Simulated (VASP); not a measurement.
Calculation: r2SCAN+rVV10, VASP's PBE PAW potentials (set 64) (plane waves; VASP 6.6.1).

The input files of a VASP run:

### INCAR
```
ALGO = Normal
BPARAM = 11.95
CPARAM = 0.0093
EDIFF = 1E-7
ENCUT = 520
ISIF = 2
ISMEAR = 1
LASPH = .TRUE.
LCHARG = .FALSE.
LMIXTAU = .TRUE.
LREAL = .FALSE.
LUSE_VDW = .TRUE.
LWAVE = .FALSE.
METAGGA = R2SCAN
NELM = 100
PREC = Accurate
SIGMA = 0.1
SYSTEM = Li
```

File KPOINTS:
```
Automatic mesh
0
Gamma
15 15 15
0 0 0
```

### POSCAR
```
Li
3.4077820
 -0.5000000133   0.5000000133   0.5000000133
  0.5000000133  -0.5000000133   0.5000000133
  0.5000000133   0.5000000133  -0.5000000133
Li
1
Direct
  0.0000000000   0.0000000000   0.0000000000
```

POTCAR, in this order: Li_sv (PBE.64 set). Program: vasp_std.

The run wrote:

File OUTCAR:
```
 ion  position               nearest neighbor table
   1  0.000  0.000  0.000-
  LATTYP: Found a body centered cubic cell.
 ALAT       =     3.4077820904
 Subroutine PRICEL returns:
 Original cell was already a primitive cell.
 Subroutine GETGRP returns: Found 48 space group operations
The static configuration has the point symmetry O_h .
The dynamic configuration has the point symmetry O_h .
 Subroutine INISYM returns: Found 48 space group operations
 Subroutine IBZKPT returns following result:
 Found    120 irreducible k-points:

 Following reciprocal coordinates:
            Coordinates               Weight
  0.000000  0.000000  0.000000      1.000000
  0.066667  0.000000  0.000000     12.000000
  0.133333  0.000000  0.000000     12.000000
  0.200000  0.000000  0.000000     12.000000
  0.266667  0.000000  0.000000     12.000000
  0.333333  0.000000  0.000000     12.000000
  0.400000  0.000000  0.000000     12.000000
  0.466667  0.000000  0.000000     12.000000
  0.066667  0.066667  0.000000     24.000000
  0.133333  0.066667  0.000000     48.000000
...
```

OSZICAR:
```
       N       E                     dE             d eps       ncg     rms          rms(c)
DAV:   1     0.225668345155E+00    0.22567E+00   -0.71982E+02  1205   0.429E+02
DAV:   2    -0.243394905195E+01   -0.26596E+01   -0.24836E+01  1690   0.641E+01
DAV:   3    -0.257097296985E+01   -0.13702E+00   -0.13706E+00  1490   0.100E+01
DAV:   4    -0.257587537440E+01   -0.49024E-02   -0.49022E-02  1540   0.150E+00
DAV:   5    -0.257591672058E+01   -0.41346E-04   -0.41346E-04  1595   0.136E-01    0.156E-01
DAV:   6    -0.213634756536E+01    0.43957E+00   -0.16019E-01  1740   0.290E+00    0.318E-01
DAV:   7    -0.222260723870E+01   -0.86260E-01   -0.27783E-02  1460   0.258E+00    0.243E-01
DAV:   8    -0.214474108306E+01    0.77866E-01   -0.57862E-02  1800   0.300E+00    0.702E-02
DAV:   9    -0.229386379295E+01   -0.14912E+00   -0.43806E-02  1405   0.285E+00    0.271E-02
DAV:  10    -0.229018490868E+01    0.36789E-02   -0.96768E-03  1200   0.161E+00    0.517E-02
DAV:  11    -0.229081168503E+01   -0.62678E-03   -0.92451E-04  1200   0.469E-01    0.160E-02
DAV:  12    -0.229019639660E+01    0.61529E-03   -0.34468E-04  1210   0.273E-01    0.302E-03
DAV:  13    -0.229020305013E+01   -0.66535E-05   -0.10701E-04  1230   0.167E-01    0.255E-03
DAV:  14    -0.229020673931E+01   -0.36892E-05   -0.74860E-06  1360   0.460E-02    0.133E-03
DAV:  15    -0.229022762186E+01   -0.20883E-04   -0.77664E-07  1295   0.136E-02    0.616E-04
DAV:  16    -0.229023746070E+01   -0.98388E-05   -0.10876E-07  1275   0.487E-03    0.287E-04
DAV:  17    -0.229023690339E+01    0.55731E-06   -0.16514E-08   950   0.148E-03    0.299E-04
DAV:  18    -0.229024143828E+01   -0.45349E-05   -0.15879E-08  1105   0.194E-03    0.119E-04
DAV:  19    -0.229024248183E+01   -0.10436E-05   -0.43266E-09   620   0.121E-03    0.102E-04
DAV:  20    -0.229024264617E+01   -0.16434E-06   -0.86243E-10   620   0.449E-04    0.780E-05
DAV:  21    -0.229024299984E+01   -0.35366E-06   -0.72014E-10   610   0.498E-04    0.245E-05
DAV:  22    -0.229024311898E+01   -0.11914E-06   -0.26391E-10   600   0.303E-04    0.514E-06
DAV:  23    -0.229024313072E+01   -0.11741E-07   -0.77417E-11   600   0.155E-04
   1 F= -.22902431E+01 E0= -.22902031E+01  d E =-.120167E-03
```

**OUTCAR**
```
------------------------ aborting loop because EDIFF is reached ----------------------------------------
  FORCE on cell =-STRESS in cart. coord.  units (eV):
  Direction    XX          YY          ZZ          XY          YZ          ZX
  --------------------------------------------------------------------------------------
  Total        0.0436093      0.0436093      0.0436093      0.0000000      0.0000000     -0.0000000
  in kB        3.5310493      3.5310493      3.5310493      0.0000000      0.0000000     -0.0000000
  external PRESSURE =       3.5310493 kB  Pullay stress =       0.0000000 kB
  volume of cell :       19.79
      direct lattice vectors                 reciprocal lattice vectors
    -1.703891045  1.703891045  1.703891045     0.000000000  0.293445993  0.293445993
     1.703891045 -1.703891045  1.703891045     0.293445993  0.000000000  0.293445993
     1.703891045  1.703891045 -1.703891045     0.293445993  0.293445993  0.000000000
 POSITION                                       TOTAL-FORCE (eV/Angst)
 -----------------------------------------------------------------------------------
      0.00000      0.00000      0.00000        -0.000000      0.000000      0.000000
 -----------------------------------------------------------------------------------
    total drift:                               -0.000000      0.000000      0.000000
  FREE ENERGIE OF THE ION-ELECTRON SYSTEM (eV)
  ---------------------------------------------------
  free  energy   TOTEN  =        -2.2902431307 eV

  energy  without entropy=       -2.2901229640  energy(sigma->0) =       -2.29020308
```
(Selected blocks of OUTCAR.)

OUTCAR:
```
 val. band max:        0.7531952974   @ k =   0.2000   0.2000   0.1333

 cond. band min:       0.7628353283   @ k =  -0.4000   0.4667   0.0667


 Fermi energy:         0.7555091680

 k-point     1 :       0.0000    0.0000    0.0000
  band No.  band energies     occupation
      1     -47.2752      2.00000
      2      -3.2175      2.00000
      3      17.2788      0.00000
      4      17.2800      0.00000
      5      17.2800      0.00000

 k-point     2 :       0.0667    0.0000    0.0000
  band No.  band energies     occupation
      1     -47.2741      2.00000
      2      -3.1247      2.00000
      3      16.5191      0.00000
      4      16.7318      0.00000
      5      17.0872      0.00000

 k-point     3 :       0.1333    0.0000    0.0000
  band No.  band energies     occupation
      1     -47.2714      2.00000
      2      -2.8469      2.00000
      3      14.4920      0.00000
      4      15.6801      0.00000
      5      16.5531      0.00000

 k-point     4 :       0.2000    0.0000    0.0000
  band No.  band energies     occupation
      1     -47.2673      2.00000
      2      -2.3841      2.00000
      3      12.0671      0.00000
      4      14.6396      0.00000
      5      15.8429      0.00000

 k-point     5 :       0.2667    0.0000    0.0000
  band No.  band energies     occupation
      1     -47.2626      2.00000
      2      -1.7389      2.00000
      3       9.7125      0.00000
      4      13.7583      0.00000
      5      15.1411      0.00000

 k-point     6 :       0.3333    0.0000    0.0000
  band No.  band energies     occupation
      1     -47.2580      2.00000
      2      -0.9249      2.00000
      3       7.5739      0.00000
      4      13.0805      0.00000
      5      14.5602      0.00000

 k-point     7 :       0.4000    0.0000    0.0000
  band No.  band energies     occupation
      1     -47.2545      2.00000
      2       0.0045      2.00000
      3       5.7464      0.00000
...
```

The compound is Li in the bcc structure. This cell is one point of a volume scan, at 0.97 of the reference volume.
